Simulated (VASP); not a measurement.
Input:

```
Ga2Nd
1.0
    4.22032     0.00000     0.00000
   -2.11016     3.65491     0.00000
    0.00000     0.00000     4.27944
Nd Ga
1 2
Direct
  0.00000   0.00000   0.00000
  0.33333   0.66667   0.50000
  0.66667   0.33333   0.50000
```

Level of theory: SCAN meta-GGA, VASP's PBE PAW potentials (set 64) (plane waves; VASP). Run with 400 eV cut-off, 9×9×8 Γ-centred mesh, tetrahedra with Blöchl corrections, potentials Nd_3 Ga_d.

The 4f electrons are frozen in the core of the lanthanide potential, so 4f levels, which can set the real gap, and their magnetism are missing.

Task: What does the run give for the energy per atom (σ→0), band gap (over mesh and band path) with the smallest direct gap where there is one?

Result: 
```json
{
 "band gap (over mesh and band path)": "none (metal, semimetal or under 0.01 eV)",
 "energy per atom (σ→0)": "-26.257 eV/atom"
}
```

The absolute energy has meaning only against runs of the same code, potentials and settings.

The structure comes from a measured NdGa2 entry (P6/mmm) of the Crystallography Open Database, whose conditions weren't checked. It was relaxed first. The electron count is odd and the run is not spin-polarised, which forces a metal.
